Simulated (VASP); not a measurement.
Al4B3P:

```
Al B P
1.0
     3.10000    0.00000    0.00000
    -1.55000    2.68468    0.00000
     0.00000    0.00000   12.00000
Al B P
4 3 1
Direct
  0.00000 0.00000 0.27400
  0.66667 0.33333 0.48600
  0.00000 0.00000 0.00000
  0.33333 0.66667 0.77500
  0.33333 0.66667 0.38000
  0.33333 0.66667 0.13700
  0.66667 0.33333 0.13700
  0.00000 0.00000 0.63000
```

The cell was built by a generator and needn't be a form met in nature.

| Item | Value |
| --- | --- |
| Program | VASP 6.6.1 |
| Task | relaxation of cell and atoms |
| Functional | PBE |
| Potentials or basis | VASP PAW PBE potentials, release 64 (Al, B, P) |
| Cutoff | 520 eV |
| k mesh | 5 × 5 × 2 |
| Occupations | gaussian, width 0.15 eV |
| Spin | no spin polarisation |

At the start: pressure 0.6 GPa; volume 12.48 Å³/atom.

Q: Where does the relaxation end?

A: Over 21 steps the energy falls by 57.8 meV/atom and the volume is 12.21 Å³/atom (-2.2 %); space group P3m1 (No. 156, to 0.05 Å).

Step by step:
```tsv
step	energy change (eV)	largest force (eV/Å)	pressure (GPa)	volume (Å³)
1	0.0000	0.9558	0.64	99.87
2	-0.1595	0.4677	-0.67	100.56
3	-0.1660	0.4303	-0.90	100.71
4	-0.2188	0.4249	-0.18	99.78
5	-0.2744	0.5108	1.31	98.02
6	-0.1950	1.5800	6.08	94.50
7	-0.2886	0.6701	2.05	97.26
8	-0.2788	1.0661	3.89	95.88
9	-0.2932	0.8067	2.69	96.77
10	-0.3257	0.8080	1.99	97.13
11	-0.3563	0.8003	0.61	97.86
12	-0.3574	0.8156	0.32	98.04
13	-0.3873	0.6389	-0.16	98.30
14	-0.4342	0.2602	-1.41	99.06
15	-0.4363	0.3407	-1.68	99.25
16	-0.4514	0.2273	-0.14	97.90
17	-0.4523	0.1884	0.37	97.47
18	-0.4576	0.1558	0.28	97.48
19	-0.4601	0.1463	0.14	97.49
20	-0.4601	0.1283	0.18	97.49
21	-0.4621	0.0533	-0.10	97.70
```

Final structure:
```
Al B P
1.0
     3.09569    0.00000    0.00000
    -1.54784    2.68094    0.00000
     0.00000    0.00000   11.77250
Al B P
4 3 1
Cartesian
  0.0000 0.0000 3.2603
  1.5478 0.8936 5.7669
  0.0000 0.0000 11.6055
  0.0000 1.7873 9.3839
  0.0000 1.7873 4.5278
  0.0000 1.7873 1.3475
  1.5478 0.8936 1.4088
  1.5478 2.6809 7.6585
```

Caveat: the k mesh is coarse (spacing up to 0.47 Å⁻¹), so the values aren't converged.
